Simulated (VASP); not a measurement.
Energy against volume of SrTe (rock salt). Method: SCAN meta-GGA, VASP's PBE PAW potentials (set 64) (plane waves; VASP). Settings: 520 eV cut-off, 7×7×7 Γ-centred mesh, Gaussian smearing of 0.050 eV, potentials Sr_sv Te.

| V (Å³/atom) | E (eV/atom) |
|---|---|
| 35.386 | -31.71081 |
| 36.516 | -31.72364 |
| 37.645 | -31.72770 |
| 38.774 | -31.72422 |

Problem. Fit these four points and predict the energy of the run at 39.904 Å³/atom.

Solution. A cubic in V^(−2/3), the third-order Birch-Murnaghan form, passes through the four points with V0 = 37.66 Å³/atom and B0 = 36 GPa, and gives -31.7142 eV/atom there. The run gave -31.7143 eV/atom, -0.1 meV/atom from the fit; all five points give B0 = 35 GPa.

The compound is SrTe in the rock salt structure. It was relaxed first.
